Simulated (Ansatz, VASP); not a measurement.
# SnH5CN2Cl3 in two plane-wave programs

Aim: how closely do two programs agree when they are given the same cell, functional and k mesh? The cell is taken from a series of runs on this material, whose earlier steps may have relaxed, scaled, displaced or heated it; both programs get it as it stands.

Calculated with Ansatz 0.2.0; plane waves, with VASP 6.6.1 beside it; G0W0 gap at PBEsol.

## Step 1: Set-up

Symmetry: Amm2, No. 38, orthorhombic system. Conventional cell: a = 6.040 Å, b = 7.718 Å, c = 8.308 Å, α = 90.00°, β = 90.00°, γ = 90.00°. Nearest to Sn lie 6 Cl at 2.74 to 3.03 Å. Nearest to H lie 1 N at 1.02 Å. Nearest to H lie 1 N at 1.01 Å. Nearest to H lie 1 C at 1.09 Å. C has 1 H at 1.09 Å and 2 N at 1.31 Å nearest. N has 2 H at 1.01 to 1.02 Å and 1 C at 1.31 Å nearest. Farther neighbours and most contacts between anions are not listed.

## Step 2: VASP: G0W0 gap, PBEsol

Quasiparticle shifts depend on high empty states and on the cores, so they are the hardest test of two PAW sets.

Lines of VASP's logs that name or quote its potential files are left out, and so is its time.

The run reads the wave functions of an earlier VASP run, which isn't shown here.

INCAR

```
SYSTEM = SnH5CN2Cl3
PREC = Accurate
ENCUT = 450
ISMEAR = 0
SIGMA = 0.01
LREAL = .FALSE.
GGA = PS
NBANDS = 466
ALGO = EVGW0
NELMGW = 1
ENCUTGW = 100
NOMEGA = 64
PRECFOCK = Fast
NBANDSGW = 35
LWAVE = .FALSE.
LCHARG = .FALSE.
```

POSCAR

```
SnH5CN2Cl3
1.0
    6.0404870000      0.0000000000      0.0000000000
    0.0000000000      3.8591910000      4.1538850000
    0.0000000000     -3.8591910000      4.1538850000
Sn H C N Cl
1 5 1 2 3
Direct
    0.5000000000      0.3722510000      0.3722510000
    0.2054960000      0.7255080000      0.7255080000
    0.7945040000      0.7255080000      0.7255080000
    0.3296830000      0.9161760000      0.9161760000
    0.6703170000      0.9161760000      0.9161760000
    0.0000000000      0.0533220000      0.0533220000
    0.0000000000      0.9217170000      0.9217170000
    0.1910860000      0.8475810000      0.8475810000
    0.8089140000      0.8475810000      0.8475810000
    0.5000000000      0.8558120000      0.3512150000
    0.5000000000      0.3512150000      0.8558120000
    0.0000000000      0.3939510000      0.3939510000
```

KPOINTS

```
Automatic mesh
0
Gamma
2 2 2
0 0 0
```

The projector-augmented-wave data sets are Sn_d_GW, H_GW, C_GW, N_GW and Cl_GW (PBE family, release 64).

The run is started by

```console
$ export OMP_NUM_THREADS=4
$ mpirun -np 1 vasp_std
```

Numbers of over 12 decimals in the logs are rounded to 6 here.

Output:

```text
[banner, memory and clock lines left out]
running    1 mpi-ranks, on    1 nodes
 distrk:  each k-point on    1 cores,    1 groups
 distr:  one band on    1 cores,    1 groups
 Offloading initialized ...    1 GPUs detected
 POSCAR found type information on POSCAR SnH C N Cl
 POSCAR found :  5 types and      12 ions
|                                                                             |
|               ----> ADVICE to this user running VASP <----                  |
|                                                                             |
|     You enforced a specific xc type in the INCAR file but a different       |
|     [... a line on the potential file left out ...]
|     I HOPE YOU KNOW WHAT YOU ARE DOING!                                     |
|                                                                             |

|                                                                             |
|           W    W    AA    RRRRR   N    N  II  N    N   GGGG   !!!           |
|           W    W   A  A   R    R  NN   N  II  NN   N  G    G  !!!           |
|           W    W  A    A  R    R  N N  N  II  N N  N  G       !!!           |
|           W WW W  AAAAAA  RRRRR   N  N N  II  N  N N  G  GGG   !            |
|           WW  WW  A    A  R   R   N   NN  II  N   NN  G    G                |
|           W    W  A    A  R    R  N    N  II  N    N   GGGG   !!!           |
|                                                                             |
|     The default for ENCUTGWSOFT is different in this version of VASP.       |
|     please manually set ENCUTGWSOFT =100 in the INCAR file.                 |
|                                                                             |

 LDA part: xc-table for (Slater+PW92), standard interpolation
 found WAVECAR, reading the header
 POSCAR, INCAR and KPOINTS ok, starting setup
 FFT: planning ... GRIDC
 FFT: planning ... GRID_SOFT
 FFT: planning ... GRID
 reading WAVECAR
 the WAVECAR file was read successfully
 initial charge from wavefunction
 available memory per node:   1690.14 GB, setting MAXMEM to   1730700

 The Fermi energy was updated, please check that it is located mid-gap
 values below the HOMO (VB) or above the LUMO (CB) will cause erroneous energies
 E-fermi :   1.5103

 calculate exact exchange contribution
 the WAVEDER file was read successfully
energies w=
    0.000    0.000    0.517    0.000    1.034    0.000    1.548    0.000
    2.058    0.000    2.564    0.000    3.065    0.000    3.561    0.000
    4.050    0.000    4.532    0.000    5.008    0.000    5.477    0.000
    5.939    0.000    6.396    0.000    6.847    0.000    7.292    0.000
    7.733    0.000    8.170    0.000    8.603    0.000    9.035    0.000
    9.464    0.000    9.893    0.000   10.322    0.000   10.753    0.000
   11.186    0.000   11.623    0.000   12.064    0.000   12.511    0.000
   12.965    0.000   13.429    0.000   13.903    0.000   14.389    0.000
   14.889    0.000   15.406    0.000   15.942    0.000   16.499    0.000
   17.080    0.000   17.689    0.000   18.331    0.000   19.008    0.000
   19.727    0.000   20.495    0.000   21.316    0.000   22.201    0.000
   23.159    0.000   24.203    0.000   25.347    0.000   26.609    0.000
   28.011    0.000   29.581    0.000   31.354    0.000   33.375    0.000
   35.702    0.000   38.416    0.000   41.622    0.000   45.470    0.000
   50.174    0.000   56.055    0.000   63.613    0.000   73.675    0.000
   87.714    0.000  108.630    0.000  143.041    0.000  210.035    0.000
 responsefunction array rank=     444
 LDA part: xc-table for (Slater+PW92), standard interpolation

 min. memory requirement per mpi rank    858.6 MB, per node    858.6 MB

 allocating  64 responsefunctions rank=   444
 shmem allocating  64 responsefunctions rank=   444
 response function shared by NCSHMEM nodes    1
 Doing            64  frequencies on each core in blocks of            64
NQ=   1    0.0000    0.0000    0.0000,
|.........|.........|.........|.........|.........|.........|.........|.........
 performed        385000 updates of chi_q(r,r)
 total number of BLAS operations        599.57 Gflops
NQ=   2    0.5000    0.0000    0.0000,
|.........|.........|.........|.........|.........|.........|.........|.........
 performed        770000 updates of chi_q(r,r)
 total number of BLAS operations       1191.02 Gflops
NQ=   3    0.0000    0.5000    0.0000,
|.........|.........|.........|.........|.........|.........|.........|.........
 performed       1220000 updates of chi_q(r,r)
 total number of BLAS operations       1901.67 Gflops
NQ=   4    0.5000    0.5000    0.0000,
|.........|.........|.........|.........|.........|.........|.........|.........
 performed       1670000 updates of chi_q(r,r)
 total number of BLAS operations       2599.57 Gflops
NQ=   5    0.0000    0.5000    0.5000,
|.........|.........|.........|.........|.........|.........|.........|.........
 performed       2055000 updates of chi_q(r,r)
 total number of BLAS operations       3196.43 Gflops
NQ=   6    0.5000    0.5000    0.5000,
|.........|.........|.........|.........|.........|.........|.........|.........
 performed       2440000 updates of chi_q(r,r)
 total number of BLAS operations       3793.28 Gflops
 resolving degeneracies of screened two electron integrals

 calculate QP shifts <psi_nk| G(iteration)W_0 |psi_nk>: iteration 1
 entering main loop
```

Parts of OUTCAR (step 2):

```text
ion  position               nearest neighbor table
   1  0.500  0.372  0.372-  10 2.74  11 2.74
   2  0.205  0.726  0.726-   8 1.02
   3  0.795  0.726  0.726-   9 1.02
   4  0.330  0.916  0.916-   8 1.01
   5  0.670  0.916  0.916-   9 1.01
   6  0.000  0.053  0.053-   7 1.09
   7  0.000  0.922  0.922-   6 1.09   8 1.31   9 1.31
   8  0.191  0.848  0.848-   4 1.01   2 1.02   7 1.31
   9  0.809  0.848  0.848-   5 1.01   3 1.02   7 1.31
  10  0.500  0.856  0.351-   1 2.74
  11  0.500  0.351  0.856-   1 2.74
  12  0.000  0.394  0.394-

  LATTYP: Found a base centered orthorhombic cell.
 ALAT       =     7.7183820000
 B/A-ratio  =     1.0763616001
 C/A-ratio  =     0.7826105264

 Subroutine GETGRP returns: Found  4 space group operations
 (whereof  4 operations were pure point group operations)

The static configuration has the point symmetry C_2v.

 Found      6 irreducible k-points:

   k-points           NKPTS =      6   k-points in BZ     NKDIM =      8   number of bands    NBANDS=    466

   dimension x,y,z NGX =    42 NGY =   40 NGZ =   40
   dimension x,y,z NGXF=    84 NGYF=   80 NGZF=   80

   ENCUT  =  450.0 eV  33.07 Ry    5.75 a.u.  10.45  9.81  9.81*2*pi/ulx,y,z

   NELECT =      54.0000    total number of electrons

  energy-cutoff  :      450.00
  volume of cell :      193.67
      direct lattice vectors                 reciprocal lattice vectors
     6.040487000  0.000000000  0.000000000     0.165549566  0.000000000 -0.000000000
     0.000000000  3.859191000  4.153885000    -0.000000000  0.129560833  0.120369245
     0.000000000 -3.859191000  4.153885000     0.000000000 -0.129560833  0.120369245

 k-points in reciprocal lattice and weights: Automatic mesh
   0.00000000  0.00000000  0.00000000       0.125
   0.50000000  0.00000000  0.00000000       0.125
   0.00000000  0.50000000  0.00000000       0.250
   0.50000000  0.50000000  0.00000000       0.250
   0.00000000  0.50000000  0.50000000       0.125
   0.50000000  0.50000000  0.50000000       0.125

 E-fermi :   1.5103

 QP shifts <psi_nk| G(iteration)W_0 |psi_nk>: iteration 1
 for sc-GW calculations column KS-energies equals QP-energies in previous step
 and V_xc(KS)=  KS-energies - (<T + V_ion + V_H > + <T+V_H+V_ion>^1  + <V_x>^1)
 k-point   1 :       0.0000    0.0000    0.0000
  band No.  KS-energies  QP-energies   sigma(KS)   V_xc(KS)     V^pw_x(r,r')   Z            occupation Imag(sigma)
    ...
     24      -1.6838      -2.5896     -15.1248     -13.8222     -18.2859       0.6954       2.0000       0.1329
     25      -1.4171      -2.2454     -15.1833     -13.9877     -18.2654       0.6928       2.0000       0.1355
     26      -1.1695      -2.0854     -14.8678     -13.5348     -18.0040       0.6871       2.0000       0.1374
     27      -0.9477      -1.8898     -15.0950     -13.7223     -18.3185       0.6863       2.0000       0.1387
     28       3.7191       5.0195     -11.5686     -13.3468      -7.8857       0.7313       0.0000      -0.1155
     29       4.6023       5.1888      -8.7268      -9.5035      -4.8173       0.7551       0.0000      -0.1076
     30       5.2320       5.8132     -10.9717     -11.8065      -6.8035       0.6963       0.0000      -0.1737
     31       5.8677       6.4042      -9.7508     -10.4944      -5.6224       0.7214       0.0000      -0.1525
    ...

 k-point   2 :       0.5000    0.0000    0.0000
  band No.  KS-energies  QP-energies   sigma(KS)   V_xc(KS)     V^pw_x(r,r')   Z            occupation Imag(sigma)
    ...
     24      -1.2726      -2.2056     -14.6659     -13.3023     -17.8147       0.6842       2.0000       0.1405
     25      -1.0213      -1.8152     -16.8517     -15.7361     -19.8269       0.7117       2.0000       0.1069
     26      -0.9900      -1.9473     -14.9919     -13.5950     -18.2146       0.6853       2.0000       0.1392
     27      -0.7173      -1.4133     -14.8926     -13.9087     -17.2122       0.7074       2.0000       0.1183
     28       3.0236       3.5451      -9.9058     -10.6206      -6.2058       0.7297       0.0000      -0.1057
     29       3.7637       5.1332     -11.7644     -13.6454      -8.0016       0.7281       0.0000      -0.1173
     30       5.2400       5.8733      -9.3413     -10.1976      -5.2862       0.7396       0.0000      -0.1223
     31       5.6887       6.2962     -10.8439     -11.7091      -6.6622       0.7021       0.0000      -0.1619
    ...

 k-point   3 :       0.0000    0.5000    0.0000
  band No.  KS-energies  QP-energies   sigma(KS)   V_xc(KS)     V^pw_x(r,r')   Z            occupation Imag(sigma)
    ...
     24      -1.2565      -2.1386     -15.4845     -14.2181     -18.5667       0.6965       2.0000       0.1284
     25      -1.2565      -2.1386     -15.4845     -14.2181     -18.5667       0.6965       2.0000       0.1284
     26      -1.0420      -1.9886     -14.9079     -13.5264     -18.1116       0.6852       2.0000       0.1399
     27      -0.6925      -1.3641     -14.9189     -13.9809     -17.0386       0.7161       2.0000       0.1163
     28       3.1093       3.6667     -10.0413     -10.8061      -6.2416       0.7287       0.0000      -0.1077
     29       3.7558       5.1261     -11.8466     -13.7293      -8.1088       0.7278       0.0000      -0.1170
     30       4.8126       5.3693     -10.7434     -11.5342      -6.7578       0.7040       0.0000      -0.1528
     31       5.5165       6.1264     -10.7854     -11.6457      -6.6859       0.7089       0.0000      -0.1513
    ...

 k-point   4 :       0.5000    0.5000    0.0000
  band No.  KS-energies  QP-energies   sigma(KS)   V_xc(KS)     V^pw_x(r,r')   Z            occupation Imag(sigma)
    ...
     24      -1.3484      -2.1789     -16.7047     -15.5393     -19.6991       0.7127       2.0000       0.1075
     25      -1.1632      -2.1053     -14.8291     -13.4588     -17.9951       0.6875       2.0000       0.1391
     26      -0.9009      -1.8317     -15.2386     -13.8900     -18.4113       0.6902       2.0000       0.1340
     27       0.0764      -0.5268     -14.9295     -14.0943     -16.7039       0.7221       2.0000       0.1015
     28       2.5661       3.0487      -9.4885     -10.1459      -5.8596       0.7341       0.0000      -0.1007
     29       2.8659       3.3975      -9.7445     -10.4693      -5.9828       0.7334       0.0000      -0.1041
     30       3.8792       5.3312     -12.1089     -14.1025      -8.3288       0.7283       0.0000      -0.1194
     31       5.2167       5.8028     -10.4773     -11.2948      -6.5005       0.7171       0.0000      -0.1377
    ...

[... 2 further parts left out ...]
```

[end of part 1 of 2]

[Lines on the potential files, build, host, timing and source positions are cut from VASP's logs without a mark.]

[Logs are printed without paths, hosts, clocks, repeated set-up lines and the standing remarks that a program may print on its own settings, such as how far it seeks lower states.]

[Hosts, paths, dates, database ids (printed as entryN), source tags and the programs' standing remarks are cut or masked in the printed files.]
